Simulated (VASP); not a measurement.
Consider the following.

```
CELL_PARAMETERS angstrom
      3.45299     0.00000     0.00000
     -1.72650     2.99038     0.00000
      0.00000     0.00000    11.11003
ATOMIC_POSITIONS crystal
  Tl 0.00000 0.00000 0.00000
  Tl 0.00000 0.00000 0.50000
  Tl 0.33333 0.66667 0.25000
  Tl 0.66667 0.33333 0.75000
```

All values below come from PBE GGA, VASP's PBE PAW potentials (set 64) (plane waves; VASP). Run with 300 eV cut-off, 7×7×2 Γ-centred mesh, Gaussian smearing of 0.10 eV, potentials Tl_d.

Give the energies of bands 21 to 30 at the high-symmetry points, in eV from the Fermi level.

```tsv
band	Γ	M	K	A	L	H
21	-9.91	-5.53	-4.47	-9.57	-5.32	-4.25
22	-8.50	-5.15	-4.25	-9.57	-5.32	-4.25
23	-8.49	-4.58	-4.25	-6.73	-4.43	-4.24
24	-5.07	-3.92	-3.96	-6.73	-4.43	-4.24
25	-2.74	-2.57	-0.77	-0.40	-1.64	-1.02
26	3.36	-2.23	-0.50	-0.40	-1.64	-1.02
27	3.37	-0.15	-0.50	7.62	-0.97	0.18
28	8.13	0.31	-0.32	7.62	-0.97	0.18
29	8.13	1.99	-0.32	8.41	3.66	1.03
30	9.11	3.00	1.85	8.41	3.66	1.03
```

It has no gap at this level: it comes out as a metal or semimetal.

The structure was generated: Tl was put into an ordered model structure, which need not be its known phase. The cell was not relaxed at this level. The k-mesh is coarse (spacing up to 0.30 per Å, 2π included), so the numbers may not be converged in it.
